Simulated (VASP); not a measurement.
A VASP calculation is set up with these files.

**INCAR**
```
ENCUT = 520   ! plane-wave cut-off (eV)
SYSTEM = C
LUSE_VDW = T
LREAL = F   ! projection in real space or not
GGA = ML
SIGMA = 0.05
LWAVE = F
LCHARG = F
PREC = Accurate
AGGAC = 0.0
ISIF = 2   ! forces and stress, cell fixed
ALGO = Normal
ZAB_VDW = -1.8867
NELM = 100   ! most electronic steps
ISMEAR = 0   ! Gaussian
LASPH = T   ! aspherical one-centre terms
EDIFF = 1E-7   ! SCF stop (eV)
```

**POSCAR**
```
C
1
    0.0000000000     1.8033229124     1.8033229124
    1.8033229124     0.0000000000     1.8033229124
    1.8033229124     1.8033229124     0.0000000000
C
2
Direct
  0.0000000000   0.0000000000   0.0000000000
  0.2500000000   0.2500000000   0.2500000000
```

**KPOINTS**
```
Automatic mesh
0
Gamma
12 12 12
0 0 0
```

POTCAR, in this order: C (PBE.64 set). Program: vasp_std.

Question: Translate this vdW-DF2 calculation to Quantum ESPRESSO's pw.x.

Answer: One equivalent input (not run):
```
&CONTROL
  calculation = 'scf'
  pseudo_dir = './pseudo'
  outdir = './out'
  tprnfor = .true.
  tstress = .true.
/
&SYSTEM
  ibrav = 0
  nat = 2
  ntyp = 1
  ecutwfc = 82
  occupations = 'smearing'
  smearing = 'gaussian'
  degauss = 0.003675
  input_dft = 'vdw-df2'
/
&ELECTRONS
  conv_thr = 7.3e-09
  electron_maxstep = 100
/
ATOMIC_SPECIES
  C 12.011 C.upf
CELL_PARAMETERS angstrom
     0.0000000    1.8033229    1.8033229
     1.8033229    0.0000000    1.8033229
     1.8033229    1.8033229    0.0000000
ATOMIC_POSITIONS crystal
  C    0.0000000  0.0000000  0.0000000
  C    0.2500000  0.2500000  0.2500000
K_POINTS automatic
  12 12 12 0 0 0
```
What does not carry over: the potentials are each code's own (VASP's PAW set, PseudoDojo norm-conserving files in pw.x), so ENCUT and ecutwfc are chosen apart and not converted; conv_thr bounds pw.x's estimated SCF error, while EDIFF bounds the energy change between steps.

The compound is C in the diamond structure. It was relaxed first.
